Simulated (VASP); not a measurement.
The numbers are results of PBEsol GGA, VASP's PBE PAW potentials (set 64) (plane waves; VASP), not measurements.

VASP ran on this input.

POSCAR:
```
MgB2
1
    1.4889035465    -2.5788559619    -0.0000000000
    1.4889035465     2.5788559619    -0.0000000000
    0.0000000000     0.0000000000     3.3133378567
Mg B
1 2
Direct
  0.0000000000   0.0000000000   0.0000000000
  0.3333330000   0.6666670000   0.5000000000
  0.6666670000   0.3333330000   0.5000000000
```

KPOINTS:
```
kpoints
0
Gamma
  12 12 9
0 0 0
```

### INCAR
```
! general
SYSTEM =MgB2
PREC   =Accurate
ENCUT  =620
LREAL  =.FALSE.   ! projection in real space or not
LASPH  =.TRUE.

! electronic loop
EDIFF  =1E-6   ! SCF stop (eV)
NELM   =100   ! most electronic steps
ALGO   =Normal

! smearing
ISMEAR =1   ! Methfessel-Paxton
SIGMA  =0.1   ! width (eV)

! functional
GGA    =PS   ! PBEsol

! ions
IBRION =2   ! conjugate gradients
NSW    =40
ISIF   =3   ! ions, shape and volume
EDIFFG =-0.02   ! ionic stop
PSTRESS=200   ! kbar

! output
LWAVE  =.FALSE.
LCHARG =.FALSE.
```

POTCAR, in this order: Mg B (PBE.64 set). Program: vasp_std.

Output of the run:

### OSZICAR
```
       N       E                     dE             d eps       ncg     rms          rms(c)
DAV:   1     0.103385270224E+02    0.10339E+02   -0.44017E+03  1608   0.984E+02
DAV:   2    -0.174858235829E+02   -0.27824E+02   -0.26685E+02  2184   0.129E+02
DAV:   3    -0.178035024584E+02   -0.31768E+00   -0.31775E+00  1936   0.164E+01
DAV:   4    -0.178041715230E+02   -0.66906E-03   -0.66906E-03  2288   0.625E-01
DAV:   5    -0.178041717119E+02   -0.18893E-06   -0.18867E-06  1960   0.984E-03    0.561E+00
DAV:   6    -0.163341766431E+02    0.14700E+01   -0.23045E+00  1648   0.874E+00    0.272E+00
DAV:   7    -0.160681667617E+02    0.26601E+00   -0.12119E+00  1848   0.625E+00    0.786E-01
DAV:   8    -0.160659817201E+02    0.21850E-02   -0.88940E-02  1656   0.208E+00    0.298E-01
DAV:   9    -0.160602180888E+02    0.57636E-02   -0.18751E-02  1744   0.794E-01    0.464E-02
DAV:  10    -0.160601989734E+02    0.19115E-04   -0.96357E-04  2224   0.212E-01    0.237E-02
DAV:  11    -0.160601756535E+02    0.23320E-04   -0.13732E-04  1720   0.738E-02    0.294E-03
DAV:  12    -0.160601751883E+02    0.46515E-06   -0.36083E-06  1808   0.139E-02
   1 F= -.12883968E+02 E0= -.12884136E+02  d E =-.128840E+02
```

OUTCAR:
```
------------------------ aborting loop because EDIFF is reached ----------------------------------------
  FORCE on cell =-STRESS in cart. coord.  units (eV):
  Direction    XX          YY          ZZ          XY          YZ          ZX
  --------------------------------------------------------------------------------------
  Total        3.1813297      3.1813282      3.1561412     -0.0000000     -0.0000000     -0.0000000
  in kB      200.3225759    200.3224783    198.7364987     -0.0000000     -0.0000000     -0.0000000
  external PRESSURE =      -0.2061491 kB  Pullay stress =     200.0000000 kB
  volume of cell :       25.44
      direct lattice vectors                 reciprocal lattice vectors
     1.488903547 -2.578855962  0.000000000     0.335817590 -0.193884423  0.000000000
     1.488903547  2.578855962  0.000000000     0.335817590  0.193884423  0.000000000
     0.000000000  0.000000000  3.313337857     0.000000000  0.000000000  0.301810453
 POSITION                                       TOTAL-FORCE (eV/Angst)
 -----------------------------------------------------------------------------------
      0.00000      0.00000      0.00000         0.000000      0.000000      0.000000
      1.48890      0.85962      1.65667         0.000000     -0.000000      0.000000
      1.48890     -0.85962      1.65667        -0.000000      0.000000      0.000000
 -----------------------------------------------------------------------------------
    total drift:                                0.000000     -0.000000      0.000000
  FREE ENERGIE OF THE ION-ELECTRON SYSTEM (eV)
  ---------------------------------------------------
  free  energy   TOTEN  =       -16.0601751883 eV

  energy  without entropy=      -16.0606783827  energy(sigma->0) =      -16.06034292
  enthalpy is  TOTEN    =       -12.8839683105 eV   P V=        3.1762068779

 reached required accuracy - stopping structural energy minimisation
```
(Selected blocks of OUTCAR.)

The compound is MgB2 in the AlB2 type structure. It was relaxed first under an external pressure of 20 GPa.
